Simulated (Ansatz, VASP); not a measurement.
# Ti9Al44O84 (glassy 29TiO2-71Al2O3 (mol %)): VASP beside Ansatz

One calculation is typed for both programs; each brings its own data sets. How far apart do they land? Of the first pair: The structure shown is the start of the Ansatz relaxation below; VASP solves that cell, so the two are compared at the walk's first step.

Method: plane waves, with VASP 6.6.1 beside it; single point at LDA, in Ansatz 0.2.0.

### Step 1. Set-up

The cell holds 137 atoms: 9 Ti, 44 Al and 84 O. Its edges and angles: a = 10.612 Å, b = 11.071 Å, c = 11.324 Å, α = 89.3°, β = 92.2°, γ = 91.4°. As first built, before any earlier steps moved the atoms (in the runner's words): 137 atoms (9 Ti, 44 Al, 84 O) placed at random at 3.12 g/cm^3, melted at 4000 K for 10 ps at fixed volume with the Morse and Coulomb pair potential with partial charges (Pedone, Malavasi, Menziani, Cormack and Segre, J. Phys. Chem. B 110, 11780 (2006)). Quenched from 4000 K to 300 K at 100 K/ps and fixed volume, held 10 ps at zero pressure.

### Step 2. Ansatz: relaxation, LDA

Ansatz runs on its PAW soft_1 files.

The two programs are compared at the cell with which this relaxation starts, whose forces are those of its first step.

Contents of input.yaml:

```yaml
crystal:
  lattice:
    - [10.60947, -0.136, -0.20569]
    - [-0.136, 11.07014, 0.06466]
    - [-0.20569, 0.06466, 11.32209]
  atoms:
    - { symbol: Ti, position: [0.17165, 0.93968, 0.44939] }
    - { symbol: Ti, position: [0.78608, 0.6625, 0.02683] }
    - { symbol: Ti, position: [0.36484, 0.64233, 0.21145] }
    - { symbol: Ti, position: [0.2144, 0.96415, 0.07615] }
    - { symbol: Ti, position: [0.10231, 0.88067, 0.84313] }
    - { symbol: Ti, position: [0.93782, 0.05358, 0.62596] }
    - { symbol: Ti, position: [0.58509, 0.28696, 0.87454] }
    - { symbol: Ti, position: [0.8805, 0.59774, 0.31492] }
    - { symbol: Ti, position: [0.0086, 0.62787, 0.86483] }
    - { symbol: Al, position: [0.56233, 0.5527, 0.40935] }
    - { symbol: Al, position: [0.3184, 0.32833, 0.43644] }
    - { symbol: Al, position: [0.70734, 0.94607, 0.07948] }
    - { symbol: Al, position: [0.47526, 0.10137, 0.5045] }
    - { symbol: Al, position: [0.21602, 0.13506, 0.6272] }
    - { symbol: Al, position: [0.93482, 0.03735, 0.05392] }
    - { symbol: Al, position: [0.09698, 0.11756, 0.27369] }
    - { symbol: Al, position: [0.36538, 0.02734, 0.85698] }
    - { symbol: Al, position: [0.67475, 0.74756, 0.30745] }
    - { symbol: Al, position: [0.18017, 0.47015, 0.02907] }
    - { symbol: Al, position: [0.95609, 0.32437, 0.20966] }
    - { symbol: Al, position: [0.79987, 0.16266, 0.38383] }
    - { symbol: Al, position: [0.54195, 0.2943, 0.33263] }
    - { symbol: Al, position: [0.88914, 0.91712, 0.2996] }
    - { symbol: Al, position: [0.13061, 0.23716, 0.06818] }
    - { symbol: Al, position: [0.3683, 0.09384, 0.27818] }
    - { symbol: Al, position: [0.71613, 0.26167, 0.14055] }
    - { symbol: Al, position: [0.33387, 0.56871, 0.55133] }
    - { symbol: Al, position: [0.47629, 0.86415, 0.14131] }
    - { symbol: Al, position: [0.09197, 0.69584, 0.13376] }
    - { symbol: Al, position: [0.50328, 0.10727, 0.07403] }
[... 101 atom lines left out ...]
    - { symbol: O, position: [0.32067, 0.54506, 0.91088] }
    - { symbol: O, position: [0.81245, 0.11652, 0.7187] }
    - { symbol: O, position: [0.78034, 0.00992, 0.35788] }
    - { symbol: O, position: [0.41226, 0.21013, 0.40111] }
    - { symbol: O, position: [0.61504, 0.82766, 0.42558] }
    - { symbol: O, position: [0.60405, 0.23997, 0.02071] }
kpoints:
  mp_grid: { grid: [1, 1, 1] }
hamiltonian:
  xc: lda
  pseudopotentials: { kind: paw, azcp: { folder: soft_1 }, xc_functional: pbe }
scf:
  occupations: { method: fixed }
output:
  forces: true
  eigenvalues: true
  stress: true
relax:
  f_tol: 0.05
  max_steps: 70
```

The run is started by

```sh
ansatz run input.yaml --threads 4 --pin off --max-ram 8192MiB --backend cpu --events-out ev --progress --plain --runs-dir out
```

Numbers of over 12 decimals in the logs are rounded to 6 here.

The program printed:

```text
Warning: output.stress: scf.convergence.dr2_threshold = 1e-7 eV (the SCF's general default) is looser than the 1.08e-8 eV advised for a printed stress (1e-10 eV for each atom of the cell: 137, of which 108 are counted). What an SCF threshold leaves in a stress goes as its square root, and in the free energy as the threshold itself, and one threshold admits the most on a small cell: [figures from the program's tests c [...]
Engine: ansatz 0.2.0, aarch64-unknown-linux-gnu
Pseudopotentials: kind: paw
Pseudopotential: Ti, paw, valence charge 12, recommended cutoff 420 eV (normal), soft_1/Ti.paw.azcp
Pseudopotential: Al, paw, valence charge 3, recommended cutoff 420 eV (normal), soft_1/Al.paw.azcp
Pseudopotential: O, paw, valence charge 6, recommended cutoff 420 eV (normal), soft_1/O.paw.azcp
Functional definition: SPW92
  exchange = slater_x
  correlation = pw_c
Crystal: 137 atoms, lattice volume = 1329.042 Å³
Basis set: ecut = 420 eV, 26009 PW (Γ)
Bands: 509, of which v1, the nominal top of the filled ones, is band 372 counted from 1 (371 counted from 0)
Symmetry: 1 space group operations
Space group: P1 (ITA 1), of the structure as read, at distance tolerance 1.1e-4 Å
k-points: 1
Non-local potential: Ti, projectors of the file, l = 0: 3, l = 1: 2, l = 2: 3, l = 3: 1
Non-local potential: Al, projectors of the file, l = 0: 2, l = 1: 2, l = 2: 1
Non-local potential: O, projectors of the file, l = 0: 2, l = 1: 2, l = 2: 1
PAW form: soft (Blöchl's): semilocal exchange-correlation on the pseudo side does not see the compensation charge
PAW frozen core: Ti, regenerated for the run's functional, and the local potential with it (the file was generated under x = pbe(κ = 0.804, μ = 0.219515), c = pbe(β = 0.066725))
PAW frozen core: Al, regenerated for the run's functional, and the local potential with it (the file was generated under x = pbe(κ = 0.804, μ = 0.219515), c = pbe(β = 0.066725))
PAW frozen core: O, regenerated for the run's functional, and the local potential with it (the file was generated under x = pbe(κ = 0.804, μ = 0.219515), c = pbe(β = 0.066725))
PAW one-centre angular grid: Ti, 590 points (default); XC on 64 Gauss nodes
PAW one-centre angular grid: Al, 110 points (default); XC on 64 Gauss nodes
PAW one-centre angular grid: O, 110 points (default); XC on 64 Gauss nodes
Initial density: superposition of atomic densities (chi_scale 0.1, normalization cell, long waves kept (reshape's long-wave potential 0.81 eV rms))
Initial wavefunctions: pseudopotential atomic-orbital guess
Functional: x = slater, c = lda
SCF iter   1: F=—  HF=-91529.510289 eV  |F-HF|=—  |Δ(HF+E_count)|=         —  Δρ=1.30e-1  dr2=4.02e2  ethr=3.10e-3  ⟨swp⟩=4.0  Hψ=1679  notcnv=0  defer=132
preconditioner: auto → Resta (q_TF=auto, 2.477 Å⁻¹)  ε∞=4.2  [insulator: Δε(μ)=0.082 eV  Ē_g=14.705 eV  n_scr=344 (ndim 8)  ℏωp=26.4 eV  f_vac=0.003  ε∞_Penn≈4.2]
SCF iter   2: F=—  HF=-91477.531613 eV  |F-HF|=—  |Δ(HF+E_count)|=    5.20e1  Δρ=7.65e-2  dr2=8.20e1  ethr=3.10e-3  ⟨swp⟩=3.0  Hψ=975  notcnv=0  defer=129
SCF iter   3: F=—  HF=-91457.087026 eV  |F-HF|=—  |Δ(HF+E_count)|=    2.04e1  Δρ=3.35e-2  dr2=1.31e1  ethr=3.10e-3  ⟨swp⟩=3.0  Hψ=1351  notcnv=0  defer=133
SCF iter   4: F=—  HF=-91453.936183 eV  |F-HF|=—  |Δ(HF+E_count)|=    3.15e0  Δρ=1.79e-2  dr2=4.08e0  ethr=1.75e-3  ⟨swp⟩=4.0  Hψ=1354  notcnv=0  defer=133
SCF iter   5: F=—  HF=-91453.147717 eV  |F-HF|=—  |Δ(HF+E_count)|=   7.88e-1  Δρ=9.38e-3  dr2=1.22e0  ethr=5.48e-4  ⟨swp⟩=3.0  Hψ=1347  notcnv=0  defer=132
SCF iter   6: F=—  HF=-91452.951027 eV  |F-HF|=—  |Δ(HF+E_count)|=   1.97e-1  Δρ=3.36e-3  dr2=1.83e-1  ethr=1.64e-4  ⟨swp⟩=3.0  Hψ=1231  notcnv=0  defer=133
SCF iter   7: F=—  HF=-91452.930921 eV  |F-HF|=—  |Δ(HF+E_count)|=   2.01e-2  Δρ=1.47e-3  dr2=3.10e-2  ethr=2.46e-5  ⟨swp⟩=3.0  Hψ=753  notcnv=0  defer=135
SCF iter   8: F=—  HF=-91452.928887 eV  |F-HF|=—  |Δ(HF+E_count)|=   2.03e-3  Δρ=7.83e-4  dr2=9.45e-3  ethr=4.16e-6  ⟨swp⟩=2.0  Hψ=883  notcnv=0  defer=135
[...]
- { symbol: Al, position: [0.877445, 0.409671, 0.932464] }
    - { symbol: Al, position: [0.798597, 0.789135, 0.753553] }
    - { symbol: Al, position: [0.357252, 0.463838, 0.766715] }
    - { symbol: Al, position: [0.381264, 0.360313, 0.156253] }
    - { symbol: Al, position: [0.844695, 0.371183, 0.661606] }
    - { symbol: Al, position: [0.122474, 0.668307, 0.393306] }
    - { symbol: Al, position: [0.452868, 0.612807, 0.973750] }
    - { symbol: Al, position: [0.682495, 0.535315, 0.787733] }
    - { symbol: Al, position: [0.363032, 0.891055, 0.641879] }
    - { symbol: Al, position: [0.042904, 0.533808, 0.582417] }
    - { symbol: Al, position: [0.798844, 0.624746, 0.543990] }
    - { symbol: Al, position: [0.553310, 0.809101, 0.776823] }
    - { symbol: Al, position: [0.292912, 0.249083, 0.882772] }
    - { symbol: Al, position: [0.623312, -0.00221433, 0.314802] }
    - { symbol: Al, position: [0.735815, 0.046900, 0.836346] }
    - { symbol: Al, position: [0.609798, 0.518878, 0.146448] }
    - { symbol: Al, position: [0.074439, 0.291796, 0.789950] }
    - { symbol: Al, position: [0.673910, 0.886716, 0.560501] }
    - { symbol: Al, position: [0.448975, 0.803470, 0.429352] }
    - { symbol: Al, position: [0.539724, 0.372967, 0.595896] }
    - { symbol: Al, position: [0.650720, 0.160993, 0.655019] }
    - { symbol: Al, position: [0.042511, 0.262792, 0.503289] }
    - { symbol: Al, position: [0.281545, 0.694992, 0.811293] }
    - { symbol: O, position: [0.673612, 0.692878, 0.802997] }
    - { symbol: O, position: [0.444487, 0.716505, 0.851128] }
    - { symbol: O, position: [0.697651, 0.908296, 0.774893] }
    - { symbol: O, position: [0.900865, 0.174783, 0.506438] }
    - { symbol: O, position: [0.376528, 0.426894, 0.552972] }
    - { symbol: O, position: [0.575971, 0.401044, 0.443923] }
    - { symbol: O, position: [0.753435, 0.612442, 0.174940] }
    - { symbol: O, position: [0.032638, 0.648027, 0.261584] }
    - { symbol: O, position: [0.785319, 0.520952, 0.660233] }
    - { symbol: O, position: [0.469772, 0.00220975, 0.371314] }
    - { symbol: O, position: [0.390216, 0.996558, 0.154189] }
    - { symbol: O, position: [1.000398, 0.164843, 0.135867] }
    - { symbol: O, position: [0.700439, 0.309519, 0.623435] }
    - { symbol: O, position: [0.274352, 0.928340, 0.938962] }
    - { symbol: O, position: [0.448837, 0.217403, 0.193102] }
    - { symbol: O, position: [0.835749, 0.563758, 0.889307] }
    - { symbol: O, position: [0.044583, 0.476128, 0.937167] }
    - { symbol: O, position: [0.633639, 0.173298, 0.388559] }
    - { symbol: O, position: [0.943862, 0.609967, 0.478762] }
    - { symbol: O, position: [0.463010, 0.642042, 0.475199] }
    - { symbol: O, position: [0.547653, 0.964169, 0.00974291] }
    - { symbol: O, position: [0.220768, 0.364030, 0.774999] }
    - { symbol: O, position: [0.453241, 0.936564, 0.771772] }
    - { symbol: O, position: [0.215160, 0.598382, 0.112308] }
[...]
- { symbol: O, position: [0.714222, 0.603702, 0.410680] }
    - { symbol: O, position: [0.064441, 0.200527, 0.667425] }
    - { symbol: O, position: [0.311142, 0.543400, 0.905702] }
    - { symbol: O, position: [0.808884, 0.125348, 0.722660] }
    - { symbol: O, position: [0.778856, 0.000616988, 0.367068] }
    - { symbol: O, position: [0.406032, 0.213406, 0.398889] }
    - { symbol: O, position: [0.616835, 0.834069, 0.415609] }
    - { symbol: O, position: [0.609231, 0.239653, 0.026550] }
```

Reading the cycles: dr2 is the Hartree energy of the density residual (eV), the measure of convergence; HF is the Harris–Foulkes estimate of the energy, which meets the free energy F at convergence.

### Step 3. VASP: single point, LDA, start cell, pair 1

The same cell, functional (in two slightly different forms) and mesh now go to VASP, with its own data sets.

Lines of VASP's logs that name or quote its potential files are left out, and so is its time.

Contents of INCAR:

```
SYSTEM = Ti9Al44O84
PREC = Accurate
ENCUT = 520
EDIFF = 1E-06
NELM = 120
ISMEAR = 0
SIGMA = 0.01
LREAL = Auto
ALGO = Normal
GGA = PW92
NBANDS = 467
LASPH = .TRUE.
LORBIT = 11
LWAVE = .FALSE.
LCHARG = .FALSE.
ISIF = 2
GGA_COMPAT = .FALSE.
EFERMI = MIDGAP
```

Contents of POSCAR:

```
Ti9Al44O84
1.0
   10.6094700000     -0.1360000000     -0.2056900000
   -0.1360000000     11.0701400000      0.0646600000
   -0.2056900000      0.0646600000     11.3220900000
Ti Al O
9 44 84
Direct
    0.1716515268      0.9396798030      0.4493911730
    0.7860824682      0.6625004291      0.0268282645
    0.3648390313      0.6423266561      0.2114460227
    0.2144015541      0.9641463305      0.0761483572
    0.1023137010      0.8806661737      0.8431306438
    0.9378168968      0.0535827691      0.6259564176
    0.5850914929      0.2869633851      0.8745375118
    0.8805028836      0.5977418189      0.3149207127
    0.0086033984      0.6278737416      0.8648289597
    0.5623341682      0.5527038229      0.4093527508
    0.3183971843      0.3283320293      0.4364442579
    0.7073411660      0.9460728583      0.0794835524
    0.4752600718      0.1013730955      0.5045006231
    0.2160217768      0.1350592035      0.6271987408
    0.9348223636      0.0373481708      0.0539183737
    0.0969778272      0.1175587816      0.2736902832
    0.3653802127      0.0273419742      0.8569784487
    0.6747469005      0.7475592905      0.3074477863
    0.1801711350      0.4701497413      0.0290723284
    0.9560929833      0.3243745840      0.2096595863
    0.7998677201      0.1626594858      0.3838343653
    0.5419537951      0.2942960056      0.3326281010
    0.8891445947      0.9171204331      0.2995990267
    0.1306075637      0.2371563654      0.0681791206
    0.3683012446      0.0938381807      0.2781808223
    0.7161334122      0.2616684519      0.1405466658
    0.3338665336      0.5687061675      0.5513293452
    0.4762904828      0.8641479317      0.1413071601
    0.0919694530      0.6958411574      0.1337583527
    0.5032782681      0.1072668469      0.0740308046
[... 101 atom lines left out ...]
    0.3206744976      0.5450621685      0.9108756261
    0.8124511736      0.1165226691      0.7186993502
    0.7803369428      0.0099172376      0.3578814739
    0.4122620346      0.2101266849      0.4011106948
    0.6150354471      0.8276613140      0.4255830912
    0.6040543792      0.2399709485      0.0207144992
```

Contents of KPOINTS:

```
Automatic mesh
0
Gamma
1 1 1
0 0 0
```

The projector-augmented-wave data sets are Ti_sv, Al and O (LDA family, release 64).

The run is started by

```sh
export OMP_NUM_THREADS=3
mpirun -np 1 vasp_gam
```

The program printed:

```text
[banner, memory and clock lines left out]
running    1 mpi-ranks, on    1 nodes
[...]
Offloading initialized ...    1 GPUs detected
[...]
|                                                                             |
|               ----> ADVICE to this user running VASP <----                  |
|                                                                             |
|     You enforced a specific xc type in the INCAR file but a different       |
|     [... a line on the potential file left out ...]
|     I HOPE YOU KNOW WHAT YOU ARE DOING!                                     |
|                                                                             |

 LDA part: xc-table for (Slater(with rela. corr.)+PW92), standard interpolation
 POSCAR, INCAR and KPOINTS ok, starting setup
[...]
entering main loop
       N       E                     dE             d eps       ncg     rms          rms(c)
DAV:   1     0.930393683693E+04    0.93039E+04   -0.42919E+05   934   0.172E+03
DAV:   2     0.276354220465E+02   -0.92763E+04   -0.86883E+04  1078   0.471E+02
DAV:   3    -0.125694274830E+04   -0.12846E+04   -0.12614E+04  1049   0.188E+02
DAV:   4    -0.133868521955E+04   -0.81742E+02   -0.81407E+02  1316   0.480E+01
[...]
DAV:  19    -0.114559819402E+04    0.24828E-05   -0.13750E-05  1148   0.923E-03    0.737E-03
DAV:  20    -0.114559819299E+04    0.10331E-05   -0.23023E-06   732   0.488E-03    0.435E-03
DAV:  21    -0.114559819273E+04    0.25722E-06   -0.15726E-06   612   0.352E-03
   1 F= -.11455982E+04 E0= -.11455982E+04  d E =0.000000E+00
```

From OUTCAR (step 3):

```text
  Total      134.1532554    131.1077731    126.6495785     -0.4285405     -1.6059193      0.9656808
  in kB      161.7234957    158.0521271    152.6777155     -0.5166112     -1.9359566      1.1641408
  external PRESSURE =     157.4844461 kB  Pullay stress =       0.0000000 kB

  FREE ENERGIE OF THE ION-ELECTRON SYSTEM (eV)
  ---------------------------------------------------
  free  energy   TOTEN  =     -1145.5981927303 eV

  energy  without entropy=    -1145.5981927303  energy(sigma->0) =    -1145.59819273

[... 3 further parts left out ...]
[key lines of the parts left out:]
E-fermi :   6.2966
```

The run ends at a pressure of 15.75 GPa, with forces up to 1.3 eV/Å.

### Step 4. Comparison

Known differences besides the potentials themselves: the two LDA forms differ slightly; fixed occupations in Ansatz, narrow Gaussian smearing in VASP; the cutoff is 420 eV in Ansatz and 520 eV in VASP (PREC = Accurate, projectors in real space); VASP's log shows a relativistic correction to its local exchange, Ansatz's none. Total energies have different zeros and are not compared.

Forces on 7 of the 137 atoms, those with the largest forces and the largest differences (eV/Å; atoms numbered as in POSCAR):

```
atom          Ansatz x, y, z            VASP x, y, z
 Ti6     0.610, 0.409, 0.126     0.812, 0.596, 0.182
 Ti8    -0.511, 0.542, 0.326    -0.632, 0.766, 0.401
 O91   -0.341, 0.633, -0.254   -0.448, 0.799, -0.376
 O94   -0.930, -0.310, 0.316   -1.052, -0.358, 0.362
 O99  -0.417, -0.766, -0.561  -0.580, -0.941, -0.654
O120    0.161, -0.921, 0.018   0.213, -1.136, -0.017
O126   -0.347, 0.873, -0.377   -0.433, 1.120, -0.416
```

The forces differ by 47 meV/Å r.m.s., which is 16.0 % of the r.m.s. force of 0.296 eV/Å (both taken over all components).

### Step 5. Ansatz: relaxation, LDA

This run makes the geometry at which the two programs are then compared.

The structure compared here is the end of the Ansatz relaxation.

input.yaml is that of step 2.

The run is started by

```sh
ansatz run input.yaml --threads 4 --pin off --max-ram 8192MiB --backend cpu --events-out ev --progress --plain --runs-dir out
```

The program printed:

```text
[...]
Crystal: 137 atoms, lattice volume = 1329.042 Å³
Basis set: ecut = 420 eV, 26009 PW (Γ)
Bands: 509, of which v1, the nominal top of the filled ones, is band 372 counted from 1 (371 counted from 0)
Symmetry: 1 space group operations
[...]
k-points: 1
[...]
SCF iter   1: F=—  HF=-91529.510289 eV  |F-HF|=—  |Δ(HF+E_count)|=         —  Δρ=1.30e-1  dr2=4.02e2  ethr=3.10e-3  ⟨swp⟩=4.0  Hψ=1679  notcnv=0  defer=132
[...]
- { symbol: O, position: [0.444487, 0.716505, 0.851128] }
    - { symbol: O, position: [0.697651, 0.908296, 0.774893] }
    - { symbol: O, position: [0.900865, 0.174783, 0.506438] }
    - { symbol: O, position: [0.376528, 0.426894, 0.552972] }
    - { symbol: O, position: [0.575971, 0.401044, 0.443923] }
    - { symbol: O, position: [0.753435, 0.612442, 0.174940] }
    - { symbol: O, position: [0.032638, 0.648027, 0.261584] }
[...]
- { symbol: O, position: [0.778856, 0.000616988, 0.367068] }
    - { symbol: O, position: [0.406032, 0.213406, 0.398889] }
    - { symbol: O, position: [0.616835, 0.834069, 0.415609] }
    - { symbol: O, position: [0.609231, 0.239653, 0.026550] }
```

[end of part 1 of 2]

[Lines on the potential files, build, host, timing and source positions are cut from VASP's logs without a mark.]

[Logs are printed without paths, hosts, clocks, repeated set-up lines and the standing remarks that a program may print on its own settings, such as how far it seeks lower states.]

[Hosts, paths, dates, database ids (printed as entryN), source tags and the programs' standing remarks are cut or masked in the printed files.]
